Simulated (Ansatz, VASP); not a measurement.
Ta2NbO2: VASP beside Ansatz

The input INCAR:

```
ALGO = Normal ; EDIFF = 1E-7
ENCUT = 520 ; GGA = PE
ISIF = 2 ; ISMEAR = 0
LASPH = True ; LCHARG = False
LREAL = False ; LWAVE = False
NBANDS = 32 ; NELM = 100
PREC = Accurate ; SIGMA = 0.1
```

The input KPOINTS:

```
k-points
0
Gamma
  6 6 6
```

The input POSCAR:

```
Ta2NbO2
1.0
   -1.8387052200      1.8387052200      4.9604862700
    1.8387052200     -1.8387052200      4.9604862700
    1.8387052200      1.8387052200     -4.9604862700
Ta Nb O
2 1 2
Direct
    0.7500000000      0.2500000000      0.5000000000
    0.2500000000      0.7500000000      0.5000000000
    0.0000000000      0.0000000000      0.0000000000
    0.6208527700      0.6208527700      0.0000000000
    0.3791472300      0.3791472300      0.0000000000
```

Input for Ansatz:

```yaml
crystal:
  lattice:
    - [-1.83870522, 1.83870522, 4.96048627]
    - [1.83870522, -1.83870522, 4.96048627]
    - [1.83870522, 1.83870522, -4.96048627]
  atoms:
    - { symbol: Ta, position: [0.75, 0.25, 0.5] }
    - { symbol: Ta, position: [0.25, 0.75, 0.5] }
    - { symbol: Nb, position: [0.0, 0.0, 0.0] }
    - { symbol: O, position: [0.62085277, 0.62085277, 0.0] }
    - { symbol: O, position: [0.37914723, 0.37914723, 0.0] }
basis:
  ecutwfc: 420
kpoints:
  mp_grid: { grid: [6, 6, 6] }
hamiltonian:
  xc: pbe
scf:
  occupations: { method: gaussian, width: 0.1 }
  lower_state_search: "off"
output:
  forces: true
  stress: true
  eigenvalues: true
```

Change from the starting cell: species swapped into the NdMn2Si2 type (I4/mmm, No. 139).

Alike in both runs: task single point; functional PBE; k mesh 6 × 6 × 6; occupations gaussian, width 0.1 eV; no spin polarisation.

|  | VASP | Ansatz |
| --- | --- | --- |
| version | VASP 6.6.1 | Ansatz 0.2.0 |
| potentials or method | VASP PAW PBE potentials, release 64 (Ta_pv, Nb_sv, O) | scalar-relativistic, plane waves, PAW |
| plane-wave cutoff (eV) | 520 | 420 |
| valence electrons in the cell | 47 | 51 |

VASP gave:

* gap on the k mesh at the Fermi level (eV): none
* pressure (GPa): 10.5
* largest component of the traceless stress (GPa): 7.87
* rms of the force components (eV/Å): 0.253

Task: Which values does Ansatz return?

Result: gap on the k mesh at the Fermi level (eV): none; pressure (GPa): 10.0; largest component of the traceless stress (GPa): 7.74; rms of the force components (eV/Å): 0.278.

Atom by atom the forces differ by 0.025 eV/Å (rms over components). A gap of «none» marks a metal or a gap that the smearing closes. With one functional, cell and mesh, what is left measures potentials, basis and numerics. The two sets of potentials don't hold the same shells in valence.

Caveats: the k mesh is coarse (spacing up to 0.40 Å⁻¹), so the values aren't converged; an odd number of electrons without spin polarisation forces a metal; a magnetic or distorted state may lie lower. The runs have no spin-orbit coupling, so splittings on Ta are missing.
